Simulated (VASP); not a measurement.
Here is the system:

```
RuP
1.0
    3.69908     0.00000     0.00000
   -1.84954     3.20350     0.00000
    0.00000     0.00000     5.70210
Ru P
2 2
Cartesian
  0.00000   2.13567   5.65895
  1.84954   1.06783   2.80789
  0.00000   2.13567   2.18145
  1.84954   1.06783   5.03250
```

These are LDA (Ceperley-Alder, Perdew-Zunger), VASP's LDA PAW potentials (set 64) (plane waves; VASP 6.6.1) values and carry that method's errors. Numerical set-up: 400 eV cut-off, 11×11×6 Γ-centred mesh, tetrahedra with Blöchl corrections, potentials Ru_pv P.

The cores are frozen, which limits the accuracy of field gradients.

### Question
Give the principal components of the electric field gradient (V/Å²) and the asymmetry η at each nucleus.

### Answer

```json
[
 {"atom": "Ru1", "Vxx": "-22.0", "Vyy": "-22.0", "Vzz": "44.0", "η": "0.00"},
 {"atom": "Ru2", "Vxx": "-22.0", "Vyy": "-22.0", "Vzz": "44.0", "η": "0.00"},
 {"atom": "P3", "Vxx": "-5.5", "Vyy": "-5.5", "Vzz": "11.0", "η": "0.00"},
 {"atom": "P4", "Vxx": "-5.5", "Vyy": "-5.5", "Vzz": "11.0", "η": "0.00"}
]
```

The structure was generated: RuP was put into the wurtzite type (P6_3mc), which need not be its known phase. It was relaxed first, which changed the volume by -32 %.
